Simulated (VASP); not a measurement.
Method: PW91 GGA, VASP's PBE PAW potentials (set 64) (plane waves; VASP).

A VASP calculation is set up with these files.

### KPOINTS
```
Automatic mesh
0
Gamma
15 15 15
0 0 0
```

INCAR:
```
SYSTEM = Nb
PREC = Accurate
ENCUT = 520
EDIFF = 1E-7
NELM = 100
ALGO = Normal
LREAL = .FALSE.
LASPH = .TRUE.
ISMEAR = 1
SIGMA = 0.1
GGA = 91
LMAXMIX = 4
LWAVE = .FALSE.
LCHARG = .FALSE.
ISIF = 2
```

POSCAR:
```
Nb
1
   -1.6383230622     1.6383230622     1.6383230622
    1.6383230622    -1.6383230622     1.6383230622
    1.6383230622     1.6383230622    -1.6383230622
Nb
1
Direct
  0.0000000000   0.0000000000   0.0000000000
```

POTCAR, in this order: Nb_sv (PBE.64 set). Program: vasp_std.

What will the output report for the number of irreducible k-points (NKPTS), largest plane-wave count, number of space-group operations, FFT grid (NGX, NGY, NGZ)?

```yaml
number of irreducible k-points (NKPTS): 120
largest_plane_wave_count: 484
number_of_space_group_operations: 48
FFT grid (NGX, NGY, NGZ): 24 × 24 × 24
```

The compound is Nb in the bcc structure. This cell is one point of a volume scan, at 0.97 of the reference volume.
